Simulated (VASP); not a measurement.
```yaml
crystal:
  lattice:
    - [0.00000, 1.80908, 1.80908]
    - [1.80908, 0.00000, 1.80908]
    - [1.80908, 1.80908, 0.00000]
  atoms:
    - { symbol: Cu, position: [0.00000, 0.00000, 0.00000] }
```

Level of theory: r2SCAN meta-GGA, VASP's PBE PAW potentials (set 64) (plane waves; VASP). Run with 520 eV cut-off, 17×17×17 Γ-centred mesh, first-order Methfessel-Paxton smearing of 0.10 eV, potentials Cu.

Task: The job: Cu (fcc), 1 atom, r2SCAN, static run, 520 eV, 17×17×17 Γ-centred mesh. Roughly how much core time does it take on a busy server core?

Result: About 80 core-seconds (one run on a shared machine, a rough figure). It had 165 irreducible k-points, 9 bands, up to 331 plane waves and 18 electronic steps.

The compound is Cu in the fcc structure. This cell is one point of a volume scan, at 1.03 of the reference volume.
